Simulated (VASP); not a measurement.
# VSi15C16 (a cell with a defect) (Moissanite) in VASP: notebook

Runs on VSi15C16 (a cell with a defect) (Moissanite). Level: PBE. Tasks: electric field gradients.

All numbers are computed with VASP 6.6.1; they aren't measurements. Logs are shortened: lines on timing, memory, paths and dates and some standing lists are left out, and cuts for length are marked.

## (1) The crystal as given

The cell holds a defect, 32 atoms: a = 6.152 Å, b = 6.152 Å, c = 10.096 Å, α = 90.00°, β = 90.00°, γ = 120.00°.

## (2) Electric field gradients, PBE

Contents of INCAR:

```
SYSTEM = VSi15C16
ALGO     = Fast           ! electronic algorithm
EDIFF    = 1E-8           ! SCF threshold, eV
ENCUT    = 520            ! plane-wave cutoff, eV
GGA      = PE             ! functional
ISIF     = 2              ! what is computed and relaxed
ISMEAR   = -1             ! smearing method
LASPH    = .TRUE.         ! aspherical terms in the spheres
LCHARG   = .FALSE.        ! write CHGCAR
LEFG     = .TRUE.       
LREAL    = Auto         
LWAVE    = .FALSE.        ! write WAVECAR
NBANDS   = 90             ! bands
NELECT   = 136.0        
NELM     = 100            ! most SCF steps
PREC     = Accurate       ! precision mode
SIGMA    = 0.01           ! smearing width, eV
```

Contents of KPOINTS:

```
k-points
0
G
  4 4 2
  0 0 0
```

Contents of POSCAR:

```
VSi15C16
1.0
    6.1520000000      0.0000000000      0.0000000000
   -3.0760000000      5.3277882840      0.0000000000
    0.0000000000      0.0000000000     10.0960000000
V Si C
1 15 16
Direct
    0.1666666666      0.3333333334      0.0000000000
    0.1666666666      0.3333333334      0.5000000000
    0.1666666666      0.8333333334      0.0000000000
    0.1666666666      0.8333333334      0.5000000000
    0.6666666666      0.3333333334      0.0000000000
    0.6666666666      0.3333333334      0.5000000000
    0.6666666666      0.8333333334      0.0000000000
    0.6666666666      0.8333333334      0.5000000000
    0.3333333334      0.1666666666      0.2500000000
    0.3333333334      0.1666666666      0.7500000000
    0.3333333334      0.6666666666      0.2500000000
    0.3333333334      0.6666666666      0.7500000000
    0.8333333334      0.1666666666      0.2500000000
    0.8333333334      0.1666666666      0.7500000000
    0.8333333334      0.6666666666      0.2500000000
    0.8333333334      0.6666666666      0.7500000000
    0.1666666666      0.3333333334      0.1925000000
    0.1666666666      0.3333333334      0.6925000000
    0.1666666666      0.8333333334      0.1925000000
    0.1666666666      0.8333333334      0.6925000000
    0.6666666666      0.3333333334      0.1925000000
    0.6666666666      0.3333333334      0.6925000000
    0.6666666666      0.8333333334      0.1925000000
    0.6666666666      0.8333333334      0.6925000000
    0.3333333334      0.1666666666      0.4425000000
    0.3333333334      0.1666666666      0.9425000000
    0.3333333334      0.6666666666      0.4425000000
    0.3333333334      0.6666666666      0.9425000000
    0.8333333334      0.1666666666      0.4425000000
    0.8333333334      0.1666666666      0.9425000000
    0.8333333334      0.6666666666      0.4425000000
    0.8333333334      0.6666666666      0.9425000000
```

Potentials or basis: VASP PAW PBE potentials, release 64 (V_sv, Si, C).

Launch:

```
$ cat potpaw_PBE.64/V_sv/POTCAR potpaw_PBE.64/Si/POTCAR potpaw_PBE.64/C/POTCAR > POTCAR
$ mpirun -np 1 vasp_std > vasp.out
```

OUTCAR:

```text
SYSTEM = VSi15C16
   EDIFF = 1E-8
   ENCUT = 520
   GGA = PE
   ISIF = 2
   ISMEAR = -1
   LASPH = .TRUE.
   LREAL = Auto
   NELECT = 136.0
   NELM = 100
   PREC = Accurate

 ion  position               nearest neighbor table
   1  0.167  0.333  0.000-  28 1.87  30 1.87  26 1.87  17 1.94
   2  0.167  0.333  0.500-  27 1.87  29 1.87  25 1.87  18 1.94   4 3.08   8 3.08   4 3.08   8 3.08
                             6 3.08   6 3.08  12 3.09  11 3.09  14 3.09  13 3.09  10 3.09   9 3.09
   3  0.167  0.833  0.000-  26 1.87  32 1.87  28 1.87  19 1.94   5 3.08   5 3.08   7 3.08   7 3.08
                             9 3.09  10 3.09  15 3.09  16 3.09  11 3.09  12 3.09
   4  0.167  0.833  0.500-  25 1.87  31 1.87  27 1.87  20 1.94   2 3.08   6 3.08   2 3.08   6 3.08
                             8 3.08   8 3.08  10 3.09   9 3.09  16 3.09  15 3.09  12 3.09  11 3.09
   5  0.667  0.333  0.000-  32 1.87  26 1.87  30 1.87  21 1.94   3 3.08   7 3.08   7 3.08   3 3.08
                            15 3.09  16 3.09   9 3.09  10 3.09  13 3.09  14 3.09
   6  0.667  0.333  0.500-  31 1.87  25 1.87  29 1.87  22 1.94   4 3.08   8 3.08   8 3.08   4 3.08
                             2 3.08   2 3.08  16 3.09  15 3.09  10 3.09   9 3.09  14 3.09  13 3.09
   7  0.667  0.833  0.000-  30 1.87  28 1.87  32 1.87  23 1.94   5 3.08   5 3.08   3 3.08   3 3.08
                            13 3.09  14 3.09  11 3.09  12 3.09  15 3.09  16 3.09
   8  0.667  0.833  0.500-  29 1.87  27 1.87  31 1.87  24 1.94   2 3.08   6 3.08   6 3.08   2 3.08
                             4 3.08   4 3.08  14 3.09  13 3.09  12 3.09  11 3.09  16 3.09  15 3.09
   9  0.333  0.167  0.250-  19 1.87  21 1.87  17 1.87  25 1.94  11 3.08  15 3.08  11 3.08  15 3.08
                            13 3.08  13 3.08   3 3.09   4 3.09   5 3.09   6 3.09   2 3.09
[... 16 lines left out ...]
  19  0.167  0.833  0.193-   9 1.87  15 1.87  11 1.87   3 1.94
  20  0.167  0.833  0.693-  10 1.87  16 1.87  12 1.87   4 1.94
  21  0.667  0.333  0.193-  15 1.87   9 1.87  13 1.87   5 1.94
  22  0.667  0.333  0.693-  16 1.87  10 1.87  14 1.87   6 1.94
[... 8 lines left out ...]
  31  0.833  0.667  0.443-   6 1.87   4 1.87   8 1.87  15 1.94
  32  0.833  0.667  0.943-   5 1.87   3 1.87   7 1.87  16 1.94

  LATTYP: Found a hexagonal cell.
 ALAT       =     6.1520000000
 C/A-ratio  =     1.6410923277

  Lattice vectors:

 A1 = (   6.1520000000,   0.0000000000,   0.0000000000)
 A2 = (  -3.0760000000,   5.3277882840,   0.0000000000)
 A3 = (   0.0000000000,   0.0000000000,  10.0960000000)

Analysis of symmetry for initial positions (statically):
=====================================================================
 Subroutine PRICEL returns:
 Original cell was already a primitive cell.

 Routine SETGRP: Setting up the symmetry group for a
 hexagonal supercell.

 Subroutine GETGRP returns: Found  6 space group operations
 (whereof  2 operations were pure point group operations)
 out of a pool of 24 trial point group operations.

The static configuration has the point symmetry C_1h.
 The point group associated with its full space group is C_3v.

Analysis of symmetry for dynamics (positions and initial velocities):
=====================================================================
 Subroutine PRICEL returns:
 Original cell was already a primitive cell.

 Routine SETGRP: Setting up the symmetry group for a
 hexagonal supercell.

 Subroutine GETGRP returns: Found  6 space group operations
 (whereof  2 operations were pure point group operations)
 out of a pool of 24 trial point group operations.

The dynamic configuration has the point symmetry C_1h.
 The point group associated with its full space group is C_3v.

 Subroutine INISYM returns: Found  6 space group operations
 (whereof  2 operations are pure point group operations),
 and found     1 'primitive' translations

----------------------------------------------------------------------------------------

                                     Primitive cell

  volume of cell :     330.9121

  direct lattice vectors                    reciprocal lattice vectors
     6.152000000  0.000000000  0.000000000     0.162548765  0.093847573  0.000000000
    -3.076000000  5.327788284  0.000000000     0.000000000  0.187695146  0.000000000
     0.000000000  0.000000000 10.096000000     0.000000000  0.000000000  0.099049128

  length of vectors
     6.152000000  6.152000000 10.096000000     0.187695146  0.187695146  0.099049128

  position of ions in fractional coordinates (direct lattice)
     0.166666667  0.333333333  0.000000000
     0.166666667  0.333333333  0.500000000
     0.166666667  0.833333333  0.000000000
     0.166666667  0.833333333  0.500000000
     0.666666667  0.333333333  0.000000000
[... 139 lines left out ...]
  Fermi-wavevector in a.u.,A,eV,Ry     =   1.217167  2.300113 20.156978  1.481496
  Thomas-Fermi vector in A             =   2.352497
   LORBIT       =      0    0 simple, 1 ext, 2 COOP (PROOUT), +10 PAW based schemes
   GGA     = PE    functional components
   LHFCALC =     F    Hartree Fock is set to
   AEXX    =    0.0000 exact exchange contribution
   IVDW    =     0    specifies the selected vdW correction
   LEPSILON=     F    determine dielectric tensor
   LRPA    =     F    only Hartree local field effects (RPA)
 non-spin polarized calculation
 RMM-DIIS sequential band-by-band and
  energy-cutoff  :      520.00
  volume of cell :      330.91
 maximum number of plane-waves:      8977
 NGX is ok and might be reduce to    48
   NGX = 23   NGY = 23   NGZ = 37

 number of electron     135.9999993 magnetization

 Free energy of the ion-electron system (eV)
  ---------------------------------------------------
  ext. energy  EPLUGINS =         0.00000000
  ---------------------------------------------------
  free energy    TOTEN  =      -250.95634824 eV

  energy without entropy =     -250.95634824  energy(sigma->0) =     -250.95634824

 E-fermi :   8.4013     XC(G=0): -11.3774

 val. band max:        8.1132369699   @ k =   0.0000   0.0000   0.0000
 cond. band min:       9.1321558095   @ k =   0.2500   0.2500   0.0000
 fundamental gap:      1.0189188396
 Fermi energy:         8.4013352488

 k-point     1 :       0.0000    0.0000    0.0000
  band No.  band energies     occupation
      1     -56.2870      2.00000
      2     -30.2017      2.00000
      3     -30.2017      2.00000
      4     -30.1911      2.00000
      5      -7.1638      2.00000
      6      -6.0536      2.00000
[... 653 lines left out ...]
     79      13.1753      0.00000
     80      13.6021      0.00000
 [bands above 80 left out]

------------------------ aborting loop because EDIFF is reached ----------------------------------------

  FORCE on cell =-STRESS in cart. coord.  units (eV):
  Direction    XX          YY          ZZ          XY          YZ          ZX
  --------------------------------------------------------------------------------------
  -------------------------------------------------------------------------------------
  Total        4.8482427      4.8482427    -10.9967467      0.0000000     -0.0000000      0.0000000
  in kB       23.4737407     23.4737407    -53.2429579      0.0000000     -0.0000000      0.0000000
  external PRESSURE =      -2.0984921 kB  Pullay stress =       0.0000000 kB

 VOLUME and BASIS-vectors are now :
 -----------------------------------------------------------------------------
  energy-cutoff  :      520.00
  volume of cell :      330.91
      direct lattice vectors                 reciprocal lattice vectors
     6.152000000  0.000000000  0.000000000     0.162548765  0.093847573  0.000000000
    -3.076000000  5.327788284  0.000000000     0.000000000  0.187695146  0.000000000
     0.000000000  0.000000000 10.096000000     0.000000000  0.000000000  0.099049128

 POSITION                                       TOTAL-FORCE (eV/Angst)
 -----------------------------------------------------------------------------------
     -0.00000      1.77593      0.00000         0.000000      0.000000      0.815250
     -0.00000      1.77593      5.04800         0.000000      0.000000      0.641576
     -1.53800      4.43982      0.00000        -0.558710     -0.322572      1.305032
     -1.53800      4.43982      5.04800        -0.040085     -0.023143      0.520630
      3.07600      1.77593      0.00000         0.000000      0.645143      1.305032
      3.07600      1.77593      5.04800         0.000000      0.046286      0.520630
[... 24 lines left out ...]
      3.07600      3.55186      4.46748         0.000000      0.000000     -0.616426
      3.07600      3.55186      9.51548         0.000000      0.000000     -0.909928
 -----------------------------------------------------------------------------------
    total drift:                                0.000001      0.000001     -0.256588

  FREE ENERGIE OF THE ION-ELECTRON SYSTEM (eV)
  ---------------------------------------------------
  free  energy   TOTEN  =      -250.9563482402 eV

  energy  without entropy=     -250.9563482402  energy(sigma->0) =     -250.95634824

 Electric field gradients (V/A^2)
---------------------------------------------------------------------
 ion       V_xx      V_yy      V_zz      V_xy      V_xz      V_yz
---------------------------------------------------------------------
   1     -10.486   -10.482    20.968     0.004     0.000    -0.000
   2      -9.838    -9.839    19.677    -0.000     0.000    -0.000
   3      -8.394     0.902     7.493    -8.052    -3.919    -2.263
   4     -10.737   -10.341    21.077    -0.343    -0.085    -0.049
   5       5.551   -13.043     7.493    -0.001     0.000     4.526
   6     -10.143   -10.935    21.077    -0.000     0.000     0.098
[... 24 lines left out ...]
  31      -2.624    -2.625     5.249    -0.000     0.000    -0.000
  32       0.061     0.061    -0.123    -0.000     0.000    -0.000
---------------------------------------------------------------------

 Electric field gradients after diagonalization (V/A^2)
 (convention: |V_zz| > |V_xx| > |V_yy|)
----------------------------------------------------------------------
 ion       V_xx      V_yy      V_zz     asymmetry (V_yy - V_xx)/ V_zz
----------------------------------------------------------------------
   1     -10.489   -10.479    20.968       0.000
   2      -9.839    -9.838    19.677       0.000
   3       8.446     5.551   -13.996       0.207
   4     -10.935   -10.143    21.078       0.038
   5       8.446     5.551   -13.996       0.207
   6     -10.935   -10.143    21.078       0.038
[... 24 lines left out ...]
  31      -2.625    -2.624     5.249       0.000
  32       0.062     0.061    -0.123       0.003
----------------------------------------------------------------------

           NMR quadrupolar parameters

 Cq : quadrupolar parameter    Cq=e*Q*V_zz/h
 eta: asymmetry parameters     (V_yy - V_xx)/ V_zz
 Q  : nuclear electric quadrupole moment in mb (millibarn)
----------------------------------------------------------------------
 ion       Cq(MHz)       eta       Q (mb)
----------------------------------------------------------------------
   1       0.051       0.000       1.000
   2       0.048       0.000       1.000
   3      -0.034       0.207       1.000
   4       0.051       0.038       1.000
   5      -0.034       0.207       1.000
   6       0.051       0.038       1.000
[... 24 lines left out ...]
  31       0.013       0.000       1.000
  32      -0.000       0.003       1.000
----------------------------------------------------------------------
```

Run time: 10 min. Hardware: 1 thread of Intel Xeon 6975P-C (Granite Rapids), shared host; peak memory 0.5 GiB.

What came out:

- Free energy: -250.9563 eV
- Largest force: 1.471 eV/Å
- Band gap on the k mesh: 1.02 eV, indirect (least direct gap 1.05 eV)

Forces on the atoms (eV/Å):
```
V    0.000  0.000  0.815
Si   0.000  0.000  0.642
Si  -0.559 -0.323  1.305
Si  -0.040 -0.023  0.521
Si   0.000  0.645  1.305
Si   0.000  0.046  0.521
Si   0.559 -0.323  1.305
Si   0.040 -0.023  0.521
Si   0.558 -0.322  0.946
Si  -0.070  0.040 -0.009
Si   0.000  0.645  0.946
Si   0.000 -0.081 -0.009
Si  -0.558 -0.322  0.946
Si   0.070  0.040 -0.009
Si   0.000  0.000  0.885
Si   0.000  0.000  0.583
C    0.000  0.000 -0.608
C    0.000  0.000 -0.404
C    0.070  0.041 -0.933
C    0.049  0.028 -0.301
C    0.000 -0.081 -0.933
C    0.000 -0.056 -0.301
C   -0.070  0.041 -0.933
C   -0.049  0.028 -0.301
C   -0.091  0.053 -0.754
C    1.005 -0.580 -0.903
C    0.000 -0.105 -0.754
C    0.000  1.161 -0.903
C    0.091  0.053 -0.754
C   -1.005 -0.580 -0.903
C    0.000  0.000 -0.616
C    0.000  0.000 -0.910
```

Electric field gradients, principal values (V/Å²):
```csv
atom,Vxx,Vyy,Vzz
1 V,-10.479,-10.489,20.968
2 Si,-9.838,-9.839,19.677
3 Si,5.551,8.446,-13.996
4 Si,-10.143,-10.935,21.078
5 Si,5.551,8.446,-13.996
6 Si,-10.143,-10.935,21.078
7 Si,5.550,8.446,-13.996
8 Si,-10.143,-10.935,21.078
9 Si,-0.785,-13.509,14.294
10 Si,-16.870,-16.964,33.835
11 Si,-0.785,-13.509,14.294
12 Si,-16.870,-16.965,33.835
13 Si,-0.785,-13.509,14.294
14 Si,-16.870,-16.965,33.835
15 Si,-7.850,-7.850,15.700
16 Si,-9.776,-9.776,19.552
17 C,2.903,2.903,-5.806
18 C,-0.904,-0.904,1.808
19 C,-1.365,-3.726,5.091
20 C,-1.161,-3.229,4.390
21 C,-1.365,-3.726,5.091
22 C,-1.161,-3.229,4.390
23 C,-1.365,-3.726,5.091
24 C,-1.162,-3.228,4.390
25 C,-2.682,-3.348,6.030
26 C,2.493,4.303,-6.796
27 C,-2.682,-3.348,6.030
28 C,2.493,4.303,-6.796
29 C,-2.682,-3.348,6.030
30 C,2.493,4.303,-6.796
31 C,-2.624,-2.625,5.249
32 C,0.061,0.062,-0.123
```

Caveat: the cell carries a net charge on a neutralising background, which shifts energy and pressure; the cell is charged against a uniform background, so pressure and absolute levels hang on convention.

[end of part 1 of 2]
